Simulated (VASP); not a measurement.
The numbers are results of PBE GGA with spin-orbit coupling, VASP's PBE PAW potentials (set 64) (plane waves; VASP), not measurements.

The input files of a VASP run:

KPOINTS:
```
kpoints
0
G
 3 3 3
0 0 0
```

POSCAR:
```
Zr2Zn
1
    0.0000000000     4.3877410000     4.3877410000
    4.3877410000     0.0000000000     4.3877410000
    4.3877410000     4.3877410000     0.0000000000
Zr Zn
4 2
Direct
  0.1250000000   0.1250000000   0.1250000000
  0.6250000000   0.1250000000   0.1250000000
  0.1250000000   0.6250000000   0.1250000000
  0.1250000000   0.1250000000   0.6250000000
  0.7500000000   0.7500000000   0.7500000000
  0.5000000000   0.5000000000   0.5000000000
```

### INCAR
```
! general
SYSTEM        = Zr2Zn
PREC          = Accurate
ENCUT         = 300   ! plane-wave cut-off (eV)
LREAL         = .False.
LASPH         = .True.   ! aspherical one-centre terms

! electronic loop
EDIFF         = 1E-6   ! SCF stop (eV)
NELM          = 100   ! most electronic steps
ALGO          = Normal   ! blocked Davidson
LMAXMIX       = 4

! smearing
ISMEAR        = 0   ! Gaussian
SIGMA         = 0.05   ! width (eV)

! functional
GGA           = PE   ! PBE
GGA_COMPAT    = .False.

! spin
MAGMOM        = 0.0 0.0 0.0 0.0 0.0 0.0 0.0 0.0 0.0 0.0 0.0 0.0 0.0 0.0 0.0 0.0 0.0 0.0
LSORBIT       = .True.
LNONCOLLINEAR = .True.

! ions
ISIF          = 2

! output
LWAVE         = .False.
LCHARG        = .False.
LORBIT        = 11   ! lm-projected
```

POTCAR, in this order: Zr_sv Zn (PBE.64 set). Program: vasp_ncl.

Output of the run:

**OUTCAR**
```
 ion  position               nearest neighbor table
   1  0.125  0.125  0.125-   2 3.10   3 3.10   4 3.10   4 3.10   3 3.10   2 3.10
   2  0.625  0.125  0.125-   1 3.10   4 3.10   3 3.10   1 3.10   3 3.10   4 3.10
   3  0.125  0.625  0.125-   1 3.10   4 3.10   1 3.10   2 3.10   4 3.10   2 3.10
   4  0.125  0.125  0.625-   1 3.10   1 3.10   2 3.10   3 3.10   3 3.10   2 3.10
   5  0.750  0.750  0.750-
   6  0.500  0.500  0.500-
  LATTYP: Found a face centered cubic cell.
 ALAT       =     8.7754820000
 Subroutine PRICEL returns:
 Original cell was already a primitive cell.
 Subroutine GETGRP returns: Found 48 space group operations
The static configuration has the point symmetry T_d .
 The point group associated with its full space group is O_h .
The dynamic configuration has the point symmetry T_d .
The overall configuration has the point symmetry T_d .
 Subroutine INISYM returns: Found 48 space group operations
 Subroutine IBZKPT returns following result:
 Found      4 irreducible k-points:

 Following reciprocal coordinates:
            Coordinates               Weight
  0.000000  0.000000  0.000000      1.000000
  0.333333  0.000000  0.000000      8.000000
  0.333333  0.333333  0.000000      6.000000
...
```

### OSZICAR
```
       N       E                     dE             d eps       ncg     rms          rms(c)
DAV:   1     0.701196189611E+03    0.70120E+03   -0.25442E+04   688   0.123E+03
DAV:   2     0.527749923997E+02   -0.64842E+03   -0.63021E+03   736   0.418E+02
DAV:   3    -0.245819741758E+02   -0.77357E+02   -0.73952E+02   920   0.134E+02
DAV:   4    -0.332333846843E+02   -0.86514E+01   -0.83422E+01   984   0.348E+01
DAV:   5    -0.342163304460E+02   -0.98295E+00   -0.97151E+00  1112   0.945E+00    0.155E+01
DAV:   6    -0.327403835030E+02    0.14759E+01   -0.33963E+00   808   0.126E+01    0.643E+00
DAV:   7    -0.325069930458E+02    0.23339E+00   -0.98613E-01   872   0.533E+00    0.151E+00
DAV:   8    -0.325097939820E+02   -0.28009E-02   -0.10290E-01   904   0.127E+00    0.105E+00
DAV:   9    -0.325095211613E+02    0.27282E-03   -0.11904E-02   896   0.687E-01    0.424E-01
DAV:  10    -0.325098994095E+02   -0.37825E-03   -0.12761E-03  1016   0.225E-01    0.117E-01
DAV:  11    -0.325098758261E+02    0.23583E-04   -0.70483E-05   968   0.486E-02    0.592E-02
DAV:  12    -0.325098785769E+02   -0.27508E-05   -0.29626E-05   840   0.324E-02    0.120E-02
DAV:  13    -0.325098823704E+02   -0.37935E-05   -0.37369E-06   760   0.114E-02    0.350E-03
DAV:  14    -0.325098820770E+02    0.29340E-06   -0.21304E-07   440   0.270E-03
   1 F= -.32509882E+02 E0= -.32502026E+02  d E =-.157116E-01  mag=     0.0000    -0.0000     0.0000
```

**OUTCAR**
```
------------------------ aborting loop because EDIFF is reached ----------------------------------------
  FORCE on cell =-STRESS in cart. coord.  units (eV):
  Direction    XX          YY          ZZ          XY          YZ          ZX
  --------------------------------------------------------------------------------------
  Total      -11.4755158    -11.4755158    -11.4755158      0.0000000      0.0000000      0.0000000
  in kB     -108.8252937   -108.8252937   -108.8252937      0.0000000      0.0000000      0.0000000
  external PRESSURE =    -108.8252937 kB  Pullay stress =       0.0000000 kB
  volume of cell :      168.95
      direct lattice vectors                 reciprocal lattice vectors
     0.000000000  4.387741000  4.387741000    -0.113953855  0.113953855  0.113953855
     4.387741000  0.000000000  4.387741000     0.113953855 -0.113953855  0.113953855
     4.387741000  4.387741000  0.000000000     0.113953855  0.113953855 -0.113953855
 POSITION                                       TOTAL-FORCE (eV/Angst)
 -----------------------------------------------------------------------------------
      1.09694      1.09694      1.09694         0.000000     -0.000000     -0.000000
      1.09694      3.29081      3.29081         0.000000     -0.000000     -0.000000
      3.29081      1.09694      3.29081         0.000000     -0.000000     -0.000000
      3.29081      3.29081      1.09694         0.000000     -0.000000     -0.000000
      6.58161      6.58161      6.58161        -0.000000     -0.000000     -0.000000
      4.38774      4.38774      4.38774         0.000000      0.000000      0.000000
 -----------------------------------------------------------------------------------
    total drift:                                0.000000      0.000000      0.000000
  FREE ENERGIE OF THE ION-ELECTRON SYSTEM (eV)
  ---------------------------------------------------
  free  energy   TOTEN  =       -32.5098820770 eV

  energy  without entropy=      -32.4941705180  energy(sigma->0) =      -32.50202630

 total charge

# of ion       s       p       d       tot
------------------------------------------
    1        2.212   5.919   1.644   9.774
    2        2.212   5.919   1.644   9.774
    3        2.212   5.919   1.644   9.774
    4        2.212   5.919   1.644   9.774
    5        0.556   0.231   9.716  10.504
    6        0.556   0.231   9.716  10.504
--------------------------------------------------
tot          9.959  24.138  26.008  60.105

 magnetization (x)

# of ion       s       p       d       tot
------------------------------------------
    1       -0.000   0.000   0.000  -0.000
    2       -0.000   0.000  -0.000  -0.000
    3       -0.000   0.000   0.000  -0.000
    4        0.000   0.000  -0.000  -0.000
    5       -0.000   0.000  -0.000  -0.000
    6       -0.000   0.000   0.000   0.000
--------------------------------------------------
tot         -0.000   0.000   0.000  -0.000

 magnetization (y)

# of ion       s       p       d       tot
------------------------------------------
    1       -0.000   0.000   0.000  -0.000
    2       -0.000   0.000   0.000   0.000
    3        0.000   0.000  -0.000  -0.000
    4        0.000   0.000   0.000   0.000
    5        0.000   0.000   0.000   0.000
    6        0.000   0.000   0.000   0.000
--------------------------------------------------
tot          0.000   0.000   0.000   0.000

 magnetization (z)

# of ion       s       p       d       tot
------------------------------------------
    1        0.000   0.000   0.000   0.000
    2       -0.000   0.000   0.000  -0.000
    3        0.000   0.000  -0.000   0.000
    4        0.000  -0.000  -0.000  -0.000
    5       -0.000  -0.000  -0.000  -0.000
    6       -0.000  -0.000  -0.000  -0.000
--------------------------------------------------
tot         -0.000  -0.000  -0.000  -0.000

 Ion:    1  E_soc:     -0.1412651

 Ion:    2  E_soc:     -0.1412651

 Ion:    3  E_soc:     -0.1412651

 Ion:    4  E_soc:     -0.1412651

 Ion:    5  E_soc:     -0.0074249

 Ion:    6  E_soc:     -0.0074249
```
(Selected blocks of OUTCAR.)

**OUTCAR**
```
 val. band max:        4.3783695427   @ k =  -0.3333   0.3333   0.0000

 cond. band min:       4.5140612989   @ k =  -0.3333   0.3333   0.0000


 Fermi energy:         4.4995243297

 k-point     1 :       0.0000    0.0000    0.0000
  band No.  band energies     occupation
      1     -44.4977      1.00000
      2     -44.4977      1.00000
      3     -44.3644      1.00000
      4     -44.3644      1.00000
      5     -44.3644      1.00000
      6     -44.3644      1.00000
      7     -44.3644      1.00000
      8     -44.3644      1.00000
      9     -23.7480      1.00000
     10     -23.7480      1.00000
     11     -23.6970      1.00000
     12     -23.6970      1.00000
     13     -23.6970      1.00000
     14     -23.6970      1.00000
     15     -23.4311      1.00000
     16     -23.4311      1.00000
     17     -22.1651      1.00000
     18     -22.1651      1.00000
     19     -22.1275      1.00000
     20     -22.1275      1.00000
     21     -22.1275      1.00000
     22     -22.1275      1.00000
     23     -21.9103      1.00000
     24     -21.9103      1.00000
     25     -21.7764      1.00000
     26     -21.7764      1.00000
     27     -21.7764      1.00000
     28     -21.7764      1.00000
     29     -21.4622      1.00000
     30     -21.4622      1.00000
     31     -21.4622      1.00000
     32     -21.4622      1.00000
     33      -2.1882      1.00000
     34      -2.1882      1.00000
     35      -2.1882      1.00000
     36      -2.1882      1.00000
     37      -2.1803      1.00000
     38      -2.1803      1.00000
     39      -2.1803      1.00000
     40      -2.1803      1.00000
     41      -1.8526      1.00000
     42      -1.8526      1.00000
     43      -1.8328      1.00000
     44      -1.8328      1.00000
     45      -1.8328      1.00000
     46      -1.8328      1.00000
     47      -1.8190      1.00000
     48      -1.8190      1.00000
     49      -1.8190      1.00000
     50      -1.8190      1.00000
     51      -1.7972      1.00000
...
```

At this cut-off the stress carries a Pulay error, which pulls relaxed volumes low.

The structure was generated: Zr2Zn was put into an ordered model structure, which need not be its known phase. The cell was not relaxed at this level. The k-mesh is coarse (spacing up to 0.41 per Å, 2π included), so the numbers may not be converged in it. The run is one of a series of settings (GGA_COMPAT = .FALSE., LNONCOLLINEAR = .TRUE., LSORBIT = .TRUE., MAGMOM = 0.0 0.0 0.0 0.0 0.0 0.0 0.0 0.0 0.0 0.0 0.0 0.0 0.0 0.0 0.0 0.0 0.0 0.0, program vasp_ncl against the base run), some of them coarse on purpose.
